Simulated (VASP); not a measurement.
Output of a VASP run:

File OSZICAR:
```
       N       E                     dE             d eps       ncg     rms          rms(c)
DAV:   1     0.161562478409E+03    0.16156E+03   -0.11952E+04  1520   0.152E+03
DAV:   2    -0.130577927020E+02   -0.17462E+03   -0.16982E+03  1532   0.312E+02
DAV:   3    -0.214700548070E+02   -0.84123E+01   -0.81163E+01  1799   0.833E+01
DAV:   4    -0.217111105735E+02   -0.24106E+00   -0.23836E+00  1725   0.133E+01
DAV:   5    -0.217185465661E+02   -0.74360E-02   -0.74342E-02  1926   0.241E+00    0.132E+01
DAV:   6    -0.246768089646E+02   -0.29583E+01   -0.37038E+01  1669   0.110E+02    0.180E+01
DAV:   7    -0.203158673858E+02    0.43609E+01   -0.13653E+01  1658   0.768E+01    0.383E+00
DAV:   8    -0.203704478977E+02   -0.54581E-01   -0.17089E+00  2071   0.124E+01    0.270E+00
DAV:   9    -0.203094681686E+02    0.60980E-01   -0.25302E-01  1743   0.874E+00    0.644E-01
DAV:  10    -0.203100730378E+02   -0.60487E-03   -0.75861E-03  1610   0.808E-01    0.516E-01
DAV:  11    -0.203097324967E+02    0.34054E-03   -0.73221E-04  1670   0.234E-01    0.163E-01
DAV:  12    -0.203094701271E+02    0.26237E-03   -0.79660E-04  2121   0.491E-01    0.489E-02
DAV:  13    -0.203094764769E+02   -0.63498E-05   -0.87832E-05  1616   0.678E-02    0.365E-02
DAV:  14    -0.203094771355E+02   -0.65857E-06   -0.51376E-06  1681   0.272E-02    0.656E-03
DAV:  15    -0.203094762784E+02    0.85708E-06   -0.10414E-06  1745   0.168E-02    0.256E-03
DAV:  16    -0.203094760882E+02    0.19024E-06   -0.16971E-07   870   0.495E-03    0.897E-04
DAV:  17    -0.203094761172E+02   -0.29020E-07   -0.11024E-07   793   0.276E-03
   1 F= -.20309476E+02 E0= -.20310002E+02  d E =0.157821E-02
```

OUTCAR:
```
------------------------ aborting loop because EDIFF is reached ----------------------------------------
  FORCE on cell =-STRESS in cart. coord.  units (eV):
  Direction    XX          YY          ZZ          XY          YZ          ZX
  --------------------------------------------------------------------------------------
  Total        0.0528632      0.0528632      0.0952544      0.0000000     -0.0000000     -0.0000000
  in kB        1.2014688      1.2014689      2.1649297      0.0000000     -0.0000000     -0.0000000
  external PRESSURE =       1.5226225 kB  Pullay stress =       0.0000000 kB
  volume of cell :       70.49
      direct lattice vectors                 reciprocal lattice vectors
     1.985644385 -3.439237129  0.000000000     0.251807425 -0.145381078  0.000000000
     1.985644385  3.439237129  0.000000000     0.251807425  0.145381078  0.000000000
     0.000000000  0.000000000  5.161289576     0.000000000  0.000000000  0.193750028
 POSITION                                       TOTAL-FORCE (eV/Angst)
 -----------------------------------------------------------------------------------
      0.00000      0.00000      2.58064        -0.000000      0.000000      0.000000
      0.00000      0.00000      0.00000         0.000000      0.000000      0.000000
      1.98564      1.14641      1.29032        -0.000000     -0.000000      0.000000
      1.98564     -1.14641      3.87097         0.000000      0.000000      0.000000
 -----------------------------------------------------------------------------------
    total drift:                                0.000000      0.000000      0.000000
  FREE ENERGIE OF THE ION-ELECTRON SYSTEM (eV)
  ---------------------------------------------------
  free  energy   TOTEN  =       -20.3094761172 eV

  energy  without entropy=      -20.3110543272  energy(sigma->0) =      -20.31000219
```
(Selected blocks of OUTCAR.)

**POSCAR**
```
NiSb
1
    1.9856443853    -3.4392371295     0.0000000000
    1.9856443853     3.4392371295    -0.0000000000
    0.0000000000     0.0000000000     5.1612895758
Ni Sb
2 2
Direct
  0.0000000000   0.0000000000   0.5000000000
  0.0000000000   0.0000000000   0.0000000000
  0.3333330000   0.6666670000   0.2500000000
  0.6666670000   0.3333330000   0.7500000000
```

Reconstruct the remaining input files.

This is not unique; one that fits is the input of the run itself, PBE GGA, plane waves, VASP's PBE PAW potentials (set 64).

**INCAR**
```
SYSTEM = NiSb
PREC = Accurate; ENCUT = 480; LREAL = .False.
LASPH = .True.
EDIFF = 1E-7; NELM = 100; ALGO = Normal
LMAXMIX = 4
ISMEAR = 1; SIGMA = 0.1
GGA = PE
ISIF = 2
LWAVE = .False.; LCHARG = .False.
```

**KPOINTS**
```
Automatic mesh
0
Gamma
8 8 6
0 0 0
```

POTCAR, in this order: Ni Sb (PBE.64 set). Program: vasp_std.

The compound is NiSb in the NiAs type structure. It was relaxed first. The run is not spin-polarised, so no magnetic state was tried.
